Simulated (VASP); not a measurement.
Level of theory: PBE GGA, VASP's PBE PAW potentials (set 64) (plane waves; VASP 6.6.1).

VASP ran on this input.

**KPOINTS**
```
k-points along high-symmetry lines
15
Line-mode
Reciprocal
  0.000000   0.000000   0.000000 ! GAMMA
  0.000000   0.500000   0.000000 ! X

  0.000000   0.500000   0.000000 ! X
  0.500000   0.500000   0.000000 ! M

  0.500000   0.500000   0.000000 ! M
  0.000000   0.000000   0.000000 ! GAMMA

  0.000000   0.000000   0.000000 ! GAMMA
  0.500000   0.500000   0.500000 ! R

  0.500000   0.500000   0.500000 ! R
  0.000000   0.500000   0.000000 ! X

  0.500000   0.500000   0.500000 ! R
  0.500000   0.500000   0.000000 ! M
```

**INCAR**
```
! general
SYSTEM  = Be3CdS4
PREC    = Accurate
ENCUT   = 400   ! plane-wave cut-off (eV)
LREAL   = F   ! projection in real space or not
LASPH   = T   ! aspherical one-centre terms
ICHARG  = 11   ! fixed density

! electronic loop
EDIFF   = 1E-6
NELM    = 100   ! most electronic steps
ALGO    = Normal   ! blocked Davidson
LMAXMIX = 4   ! l cut-off of mixed one-centre charges

! smearing
ISMEAR  = 0   ! Gaussian
SIGMA   = 0.05   ! width (eV)

! functional
GGA     = PE

! output
LWAVE   = F
LCHARG  = F
```

### POSCAR
```
Be3CdS4
1.0
  5.1504486020   0.0000000000   0.0000000000
  0.0000000000   5.1504486020   0.0000000000
  0.0000000000   0.0000000000   5.1504486020
Cd S Be
1 4 3
direct
  0.0000000000   1.0000000000   1.0000000000
  0.2746352144   0.2746352144   0.2746352144
  0.7253647856   0.7253647856   0.2746352144
  0.7253647856   0.2746352144   0.7253647856
  0.2746352144   0.7253647856   0.7253647856
  0.5000000000   0.5000000000   1.0000000000
  0.5000000000   1.0000000000   0.5000000000
  0.0000000000   0.5000000000   0.5000000000
```

POTCAR, in this order: Cd S Be (PBE.64 set). Program: vasp_std. Read from the step before: CHGCAR.

The resulting files:

### OSZICAR
```
       N       E                     dE             d eps       ncg     rms          rms(c)
DAV:   1     0.202565565182E+03    0.20257E+03   -0.16852E+04  4696   0.116E+03
DAV:   2    -0.191381719277E+02   -0.22170E+03   -0.21689E+03  5728   0.267E+02
DAV:   3    -0.340795362935E+02   -0.14941E+02   -0.14885E+02  5944   0.742E+01
DAV:   4    -0.343071531602E+02   -0.22762E+00   -0.22722E+00  6020   0.952E+00
DAV:   5    -0.343111878908E+02   -0.40347E-02   -0.40329E-02  6140   0.125E+00
DAV:   6    -0.343112972040E+02   -0.10931E-03   -0.10930E-03  6156   0.197E-01
DAV:   7    -0.343113012664E+02   -0.40624E-05   -0.40621E-05  6104   0.340E-02
DAV:   8    -0.343113014449E+02   -0.17853E-06   -0.17832E-06  5266   0.665E-03
   1 F= -.34311301E+02 E0= -.34311301E+02  d E =-.170724E-10
```

### OUTCAR
```
 val. band max:        3.1754512480   @ k =   0.0000   0.0000   0.0000

 cond. band min:       6.4268898248   @ k =   0.0000   0.0000   0.0000



 k-point     1 :       0.0000    0.0000    0.0000
  band No.  band energies     occupation
      1     -10.1171      2.00000
      2      -8.5060      2.00000
      3      -8.5060      2.00000
      4      -8.5060      2.00000
      5      -4.1753      2.00000
      6      -4.1753      2.00000
      7      -4.0984      2.00000
      8      -4.0984      2.00000
      9      -4.0984      2.00000
     10      -1.5896      2.00000
     11      -1.4358      2.00000
     12      -1.4358      2.00000
     13       0.5744      2.00000
     14       0.5744      2.00000
     15       0.5744      2.00000
     16       0.6854      2.00000
     17       0.6854      2.00000
     18       0.6854      2.00000
     19       3.1755      2.00000
     20       3.1755      2.00000
     21       3.1755      2.00000
     22       6.4269      0.00000
     23       6.4269      0.00000
     24       6.4269      0.00000
     25       6.6893      0.00000
     26       7.1970      0.00000

 k-point     2 :       0.0000    0.0357    0.0000
  band No.  band energies     occupation
      1     -10.1135      2.00000
      2      -8.5120      2.00000
      3      -8.5058      2.00000
      4      -8.5058      2.00000
      5      -4.1761      2.00000
      6      -4.1747      2.00000
      7      -4.1001      2.00000
      8      -4.0979      2.00000
      9      -4.0979      2.00000
     10      -1.5792      2.00000
     11      -1.4344      2.00000
     12      -1.4274      2.00000
     13       0.5600      2.00000
     14       0.5600      2.00000
     15       0.5687      2.00000
     16       0.6742      2.00000
     17       0.6959      2.00000
     18       0.6959      2.00000
     19       3.1487      2.00000
     20       3.1699      2.00000
     21       3.1699      2.00000
     22       6.4284      0.00000
     23       6.4433      0.00000
...
```

The density is held fixed in this step, so its total energy and stress have no physical meaning.

The structure was generated: Be3CdS4 was put into an ordered model structure (P-43m), which need not be its known phase. It was relaxed first.
